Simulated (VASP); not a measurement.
# Ta(110) over its thickness, part 6 of 7

How many layers does a slab of Ta(110) need before surface energy, work function and relaxation settle?

VASP 6.6.1; PBE; plane waves and PAW (Ta).

So far. Step 16 (Surface relaxation, layers 10): The run ended after 17 ionic steps, 0.068 eV below its first step, once the forces on the free atoms met EDIFFG = -0.01. Step 17 (The vacuum level, layers 10): The vacuum level lies 4.74 eV above the Fermi level at the upper face; both faces agree, as the slab has next to no dipole.

**18. Surface relaxation, layers 11**

System of this step: Ta(110). The cell holds 11 atoms: 11 Ta. Cell: a = 3.310 Å, b = 2.867 Å, c = 38.405 Å, α = 90.0°, β = 90.0°, γ = 54.7°. It derives from Ta. 11 layers of bcc Ta, cut at this functional's lattice. Vacuum lies along c.

The input, INCAR:

```
SYSTEM = Ta
PREC = Normal
ENCUT = 320
EDIFF = 1E-06
NELM = 120
ISMEAR = 1
SIGMA = 0.15
LREAL = .FALSE.
ALGO = Fast
GGA = PE
NBANDS = 38
LASPH = .TRUE.
LORBIT = 11
LWAVE = .FALSE.
LCHARG = .FALSE.
KPAR = 4
IBRION = 2
NSW = 50
ISIF = 2
EDIFFG = -0.01
POTIM = 0.4
MAXMIX = 40
```

The input, POSCAR:

```
Ta
1.0
    3.3100000000      0.0000000000      0.0000000000
    1.6550000000      2.3405234457      0.0000000000
    0.0000000000      0.0000000000     38.4052344573
Ta
11
Direct
    0.0000000000      0.0000000000      0.1952858800
    0.5000000000      0.0000000000      0.2562287000
    0.0000000000      0.0000000000      0.3171715300
    0.5000000000      0.0000000000      0.3781143500
    0.0000000000      0.0000000000      0.4390571800
    0.5000000000      0.0000000000      0.5000000000
    0.0000000000      0.0000000000      0.5609428200
    0.5000000000      0.0000000000      0.6218856500
    0.0000000000      0.0000000000      0.6828284700
    0.5000000000      0.0000000000      0.7437713000
    0.0000000000      0.0000000000      0.8047141200
```

The input, KPOINTS:

```
Automatic mesh
0
Gamma
14 14 1
0 0 0
```

PAW data sets: Ta (PBE family, release 64).

Run with:

```sh
> mpirun -np 4 vasp_std
```

Log:

```text
[banner, memory and clock lines left out]
running    4 mpi-ranks, on    1 nodes
[...]
LDA part: xc-table for (Slater+PW92), standard interpolation
 POSCAR, INCAR and KPOINTS ok, starting setup
[...]
entering main loop
       N       E                     dE             d eps       ncg     rms          rms(c)
DAV:   1     0.106095439494E+03    0.10610E+03   -0.15995E+04  4372   0.791E+02
DAV:   2    -0.114992479255E+03   -0.22109E+03   -0.20819E+03  5728   0.169E+02
DAV:   3    -0.135712808467E+03   -0.20720E+02   -0.19560E+02  6444   0.476E+01
DAV:   4    -0.136788785078E+03   -0.10760E+01   -0.10446E+01  6748   0.106E+01
[...]
RMM:  33    -0.128138668540E+03   -0.95025E-05   -0.22380E-05  5473   0.117E-02    0.129E-02
RMM:  34    -0.128138684438E+03   -0.15898E-04   -0.47884E-06  3647   0.679E-03    0.130E-02
RMM:  35    -0.128138684734E+03   -0.29634E-06   -0.58565E-06  3788   0.639E-03
   1 F= -.12813868E+03 E0= -.12813997E+03  d E =-.128139E+03
[... from here on, the cycles between the ionic steps are left out ...]
   2 F= -.12817179E+03 E0= -.12817303E+03  d E =-.331029E-01
   3 F= -.12819722E+03 E0= -.12819868E+03  d E =-.585366E-01
   4 F= -.12819725E+03 E0= -.12819873E+03  d E =-.585662E-01
   5 F= -.12820047E+03 E0= -.12820193E+03  d E =-.321468E-02
   6 F= -.12820324E+03 E0= -.12820467E+03  d E =-.599070E-02
   7 F= -.12820329E+03 E0= -.12820472E+03  d E =-.603773E-02
   8 F= -.12820418E+03 E0= -.12820569E+03  d E =-.890027E-03
   9 F= -.12820461E+03 E0= -.12820623E+03  d E =-.131743E-02
  10 F= -.12820472E+03 E0= -.12820631E+03  d E =-.111600E-03
  11 F= -.12820479E+03 E0= -.12820634E+03  d E =-.187641E-03
  12 F= -.12820487E+03 E0= -.12820640E+03  d E =-.730772E-04
  13 F= -.12820507E+03 E0= -.12820657E+03  d E =-.274928E-03
  14 F= -.12820536E+03 E0= -.12820680E+03  d E =-.566413E-03
  15 F= -.12820547E+03 E0= -.12820678E+03  d E =-.679226E-03
[...]
reached required accuracy - stopping structural energy minimisation
```

Wall time 7.7 min (4 MPI ranks of Intel Xeon 6975P-C (Granite Rapids), shared host); peak memory 1.4 GiB; 31 min of CPU time.

From OUTCAR (step 18):

```text
  Total       -2.8741263     -3.5564047     -0.3197576     -0.0000000      0.0000000      0.0000000
  in kB      -15.4769369    -19.1509512     -1.7218685     -0.0000000      0.0000000      0.0000000
  external PRESSURE =     -12.1165855 kB  Pullay stress =       0.0000000 kB

 POSITION                                       TOTAL-FORCE (eV/Angst)
 -----------------------------------------------------------------------------------
      0.00000      0.00000      7.61365         0.000000      0.000000     -0.009042
      1.65500      0.00000      9.83613        -0.000000      0.000000      0.003372
      1.65500      2.34052     12.17738         0.000000     -0.000000      0.006623
      1.65500      0.00000     14.51553        -0.000000      0.000000     -0.005662
      0.00000      0.00000     16.86082        -0.000000      0.000000     -0.006485
      1.65500      0.00000     19.20262        -0.000000      0.000000      0.000000
      0.00000      0.00000     21.54442        -0.000000      0.000000      0.006485
      1.65500      0.00000     23.88970        -0.000000      0.000000      0.005662
      0.00000      0.00000     26.22786        -0.000000      0.000000     -0.006623
      1.65500      0.00000     28.56911        -0.000000      0.000000     -0.003372
      3.31000      0.00000     30.79159         0.000000      0.000000      0.009042
 -----------------------------------------------------------------------------------
    total drift:                                0.000000     -0.000000      0.000000

  FREE ENERGIE OF THE ION-ELECTRON SYSTEM (eV)
  ---------------------------------------------------
  free  energy   TOTEN  =      -128.2054729512 eV

  energy  without entropy=     -128.2093894506  energy(sigma->0) =     -128.20677845

[... 1 part as in an earlier step ...]

[... 3 further parts left out ...]
[key lines of the parts left out:]
E-fermi :   2.3619
```

The run ended after 15 ionic steps, 0.067 eV below its first step, once the forces on the free atoms met EDIFFG = -0.01.

**19. The vacuum level, layers 11**

Edit INCAR of step 18 so:

```diff
@@ -16,7 +16,6 @@
 KPAR = 4
-IBRION = 2
-NSW = 50
-ISIF = 2
-EDIFFG = -0.01
-POTIM = 0.4
-MAXMIX = 40
+IDIPOL = 3
+LDIPOL = .TRUE.
+DIPOL = 0.5 0.5 0.5
+LVHAR = .TRUE.
+LVACPOTAV = .TRUE.
```

The input, POSCAR:

```
Ta
1.0
    3.3100000000      0.0000000000      0.0000000000
    1.6550000000      2.3405234457      0.0000000000
    0.0000000000      0.0000000000     38.4052344573
Ta
11
Direct
    0.0000000000      0.0000000000      0.1982450465
    0.5000000000      0.0000000000      0.2561142497
    0.0000000000      0.0000000000      0.3170760138
    0.5000000000      0.0000000000      0.3779570708
    0.0000000000      0.0000000000      0.4390239237
    0.5000000000      0.0000000000      0.5000000000
    0.0000000000      0.0000000000      0.5609760763
    0.5000000000      0.0000000000      0.6220429292
    0.0000000000      0.0000000000      0.6829239862
    0.5000000000      0.0000000000      0.7438857503
    0.0000000000      0.0000000000      0.8017549535
```

KPOINTS is that of step 18.

Run with:

```sh
> mpirun -np 4 vasp_std
```

Log:

```text
[... set-up lines as in an earlier step ...]
 entering main loop
       N       E                     dE             d eps       ncg     rms          rms(c)
DAV:   1     0.108907141827E+03    0.10891E+03   -0.16024E+04  4372   0.791E+02
DAV:   2    -0.114618670464E+03   -0.22353E+03   -0.21044E+03  5774   0.170E+02
DAV:   3    -0.135501358941E+03   -0.20883E+02   -0.19697E+02  6450   0.479E+01
DAV:   4    -0.136573947233E+03   -0.10726E+01   -0.10437E+01  6856   0.107E+01
[...]
RMM:  35    -0.128205472871E+03   -0.27463E-05   -0.28536E-07  2424   0.162E-03    0.768E-04
RMM:  36    -0.128205474026E+03   -0.11551E-05   -0.21252E-07  2152   0.139E-03    0.674E-04
RMM:  37    -0.128205474036E+03   -0.10142E-07   -0.53713E-08  1352   0.105E-03
 [... a notice as in an earlier step ...]

   1 F= -.12820547E+03 E0= -.12820678E+03  d E =0.390903E-02
```

Run time: 2.3 min. Hardware: 4 MPI ranks; peak memory 1.4 GiB; 9.1 min of CPU time.

OUTCAR, selected parts (step 19):

```text
  Total       -2.8777774     -3.5596687     -0.3361277      0.0000000      0.0000000      0.0000000
  in kB      -15.4965979    -19.1685274     -1.8100203      0.0000000      0.0000000      0.0000000
  external PRESSURE =     -12.1583819 kB  Pullay stress =       0.0000000 kB

 POSITION                                       TOTAL-FORCE (eV/Angst)
 -----------------------------------------------------------------------------------
      0.00000      0.00000      7.61365         0.000000      0.000000     -0.008278
      1.65500      0.00000      9.83613         0.000000      0.000000      0.002552
      0.00000      0.00000     12.17738        -0.000000     -0.000000      0.006137
      1.65500      0.00000     14.51553        -0.000000     -0.000000     -0.004725
      0.00000      0.00000     16.86082         0.000000     -0.000000     -0.006948
      1.65500      0.00000     19.20262         0.000000      0.000000      0.000000
      0.00000      0.00000     21.54442         0.000000      0.000000      0.006948
      1.65500      0.00000     23.88970        -0.000000      0.000000      0.004725
      0.00000      0.00000     26.22786         0.000000      0.000000     -0.006137
      1.65500      0.00000     28.56911         0.000000      0.000000     -0.002552
      0.00000      0.00000     30.79159         0.000000      0.000000      0.008278
 -----------------------------------------------------------------------------------
    total drift:                                0.000000     -0.000000      0.000000

  FREE ENERGIE OF THE ION-ELECTRON SYSTEM (eV)
  ---------------------------------------------------
  free  energy   TOTEN  =      -128.2054740362 eV

  energy  without entropy=     -128.2093830688  energy(sigma->0) =     -128.20677705

[... 2 parts as in an earlier step ...]

[... 1 further part left out ...]
[key lines of the parts left out:]
E-fermi :   2.3641
```

The planar average of the electrostatic potential oscillates, so the rows of the table below give means over windows of 2.29 Å about each position, cut where the curve ends. Its maxima inside the range that stand out by 2 % of the span (Å: eV): 8.7: -2.32, 11.0: -1.32, 13.4: -1.32, 15.7: -1.28, 18.1: -1.30, 20.3: -1.30, 22.7: -1.28, 25.0: -1.32, 27.4: -1.32, 29.7: -2.32. Its minima: 7.5: -9.88, 9.8: -9.79, 12.2: -9.64, 14.5: -9.72, 16.9: -9.67, 19.2: -9.71, 21.5: -9.67, 23.9: -9.72, 26.2: -9.64, 28.6: -9.79, 30.9: -9.88.

Zero at the Fermi level. Planar average of the electrostatic potential against height; means over each step:

height (Å), planar average of the electrostatic potential (eV) and a bar from the least value:
```
     1.15       4.74 ##############################
     3.44       4.73 ##############################
     5.72       2.60 ########################
     8.02      -6.26 
    10.30      -5.76 #
    12.59      -5.72 #
    14.88      -5.73 #
    17.18      -5.75 #
    19.46      -5.76 #
    21.75      -5.77 #
    24.04      -5.78 #
    26.34      -5.77 #
    28.62      -5.97 #
    30.91      -5.89 #
    33.21       4.04 ############################
    35.50       4.74 ##############################
    37.79       4.74 ##############################
```

The vacuum level lies 4.74 eV above the Fermi level at the upper face; both faces agree, as the slab has next to no dipole.

The program found no field-free point at its default tolerance, but its printed level agrees with the flat part of the planar average.

**20. Surface relaxation, layers 12**

System of this step: Ta(110). The cell holds 12 atoms: 12 Ta. Its edges and angles: a = 3.310 Å, b = 2.867 Å, c = 40.746 Å, α = 90.0°, β = 90.0°, γ = 54.7°. It derives from Ta. 12 layers of bcc Ta, cut at this functional's lattice. Vacuum lies along c.

The input, INCAR:

```
SYSTEM = Ta
PREC = Normal
ENCUT = 320
EDIFF = 1E-06
NELM = 120
ISMEAR = 1
SIGMA = 0.15
LREAL = .FALSE.
ALGO = Fast
GGA = PE
NBANDS = 42
LASPH = .TRUE.
LORBIT = 11
LWAVE = .FALSE.
LCHARG = .FALSE.
KPAR = 4
IBRION = 2
NSW = 50
ISIF = 2
EDIFFG = -0.01
POTIM = 0.4
MAXMIX = 40
```

The input, POSCAR:

```
Ta
1.0
    3.3100000000      0.0000000000      0.0000000000
    1.6550000000      2.3405234457      0.0000000000
    0.0000000000      0.0000000000     40.7457579030
Ta
12
Direct
    0.5000000000      0.0000000000      0.1840682400
    0.0000000000      0.0000000000      0.2415103800
    0.5000000000      0.0000000000      0.2989525200
    0.0000000000      0.0000000000      0.3563946600
    0.5000000000      0.0000000000      0.4138367900
    0.0000000000      0.0000000000      0.4712789300
    0.5000000000      0.0000000000      0.5287210700
    0.0000000000      0.0000000000      0.5861632100
    0.5000000000      0.0000000000      0.6436053400
    0.0000000000      0.0000000000      0.7010474800
    0.5000000000      0.0000000000      0.7584896200
    0.0000000000      0.0000000000      0.8159317600
```

KPOINTS is that of step 19.

Run with:

```sh
> mpirun -np 4 vasp_std
```

Log:

```text
[banner, memory and clock lines left out]
running    4 mpi-ranks, on    1 nodes
[...]
LDA part: xc-table for (Slater+PW92), standard interpolation
 POSCAR, INCAR and KPOINTS ok, starting setup
[...]
entering main loop
       N       E                     dE             d eps       ncg     rms          rms(c)
DAV:   1     0.109309678606E+03    0.10931E+03   -0.17668E+04  4844   0.792E+02
DAV:   2    -0.125828083286E+03   -0.23514E+03   -0.21953E+03  6172   0.167E+02
DAV:   3    -0.147946155771E+03   -0.22118E+02   -0.20666E+02  7172   0.468E+01
DAV:   4    -0.149204861117E+03   -0.12587E+01   -0.12189E+01  7566   0.107E+01
[...]
RMM:  38    -0.140004590121E+03   -0.35120E-05   -0.11838E-06  3065   0.350E-03    0.164E-03
RMM:  39    -0.140004593080E+03   -0.29597E-05   -0.20650E-06  3355   0.365E-03    0.332E-03
RMM:  40    -0.140004593835E+03   -0.75505E-06   -0.39846E-07  2921   0.249E-03
   1 F= -.14000459E+03 E0= -.14000747E+03  d E =-.140005E+03
[... from here on, the cycles between the ionic steps are left out ...]
   2 F= -.14003689E+03 E0= -.14003988E+03  d E =-.322935E-01
   3 F= -.14006032E+03 E0= -.14006268E+03  d E =-.557212E-01
   4 F= -.14006050E+03 E0= -.14006284E+03  d E =-.559082E-01
   5 F= -.14006388E+03 E0= -.14006616E+03  d E =-.338201E-02
   6 F= -.14006642E+03 E0= -.14006852E+03  d E =-.592065E-02
   7 F= -.14006646E+03 E0= -.14006854E+03  d E =-.595768E-02
   8 F= -.14006745E+03 E0= -.14006956E+03  d E =-.989934E-03
   9 F= -.14006802E+03 E0= -.14007017E+03  d E =-.156229E-02
  10 F= -.14006804E+03 E0= -.14007019E+03  d E =-.158094E-02
  11 F= -.14006827E+03 E0= -.14007045E+03  d E =-.228640E-03
 trial-energy change:   -0.000229  1 .order   -0.000212   -0.000335   -0.000090
 step:   3.0488(harm=  3.3485)  dis= 0.00389  next Energy=  -140.068281 (dE=-0.240E-03)
 reached required accuracy - stopping structural energy minimisation
```

It took 8.5 min on 4 MPI ranks; peak memory 1.5 GiB; 31 min of CPU time.

OUTCAR, selected parts (step 20):

```text
  Total       -3.6546725     -3.9880872     -1.1606818      0.0000000      0.0000000      0.0000000
  in kB      -18.5496476    -20.2419262     -5.8911540      0.0000000      0.0000000      0.0000000
  external PRESSURE =     -14.8942426 kB  Pullay stress =       0.0000000 kB

 POSITION                                       TOTAL-FORCE (eV/Angst)
 -----------------------------------------------------------------------------------
      1.65500      0.00000      7.58455        -0.000000      0.000000      0.008416
      0.00000      0.00000      9.81165        -0.000000      0.000000      0.006465
      1.65500      0.00000     12.15631        -0.000000      0.000000      0.005731
      3.31000      0.00000     14.49886         0.000000      0.000000      0.009493
      1.65500      0.00000     16.84903         0.000000      0.000000      0.000819
      0.00000      0.00000     19.19864         0.000000      0.000000     -0.003909
      1.65500      0.00000     21.54712        -0.000000      0.000000      0.003909
      3.31000      0.00000     23.89672        -0.000000      0.000000     -0.000819
      1.65500      0.00000     26.24689         0.000000      0.000000     -0.009493
      0.00000      0.00000     28.58945        -0.000000      0.000000     -0.005731
      1.65500      0.00000     30.93411        -0.000000      0.000000     -0.006465
      0.00000      0.00000     33.16121        -0.000000      0.000000     -0.008416
 -----------------------------------------------------------------------------------
    total drift:                               -0.000000      0.000000     -0.000000

  FREE ENERGIE OF THE ION-ELECTRON SYSTEM (eV)
  ---------------------------------------------------
  free  energy   TOTEN  =      -140.0682693113 eV

  energy  without entropy=     -140.0748157596  energy(sigma->0) =     -140.07045146

[... 1 part as in an earlier step ...]

[... 3 further parts left out ...]
[key lines of the parts left out:]
E-fermi :   2.5613
```

The run ended after 11 ionic steps, 0.064 eV below its first step, once the forces on the free atoms met EDIFFG = -0.01.

(Part 6 of 7 ends here.)

[Lines on the potential files, build, host, timing and source positions are cut from VASP's logs without a mark.]

[Logs are printed without paths, hosts, clocks, repeated set-up lines and the standing remarks that a program may print on its own settings, such as how far it seeks lower states.]

[Hosts, paths, dates, database ids (printed as entryN), source tags and the programs' standing remarks are cut or masked in the printed files.]

[Runs that stopped without an error message from VASP are left out.]
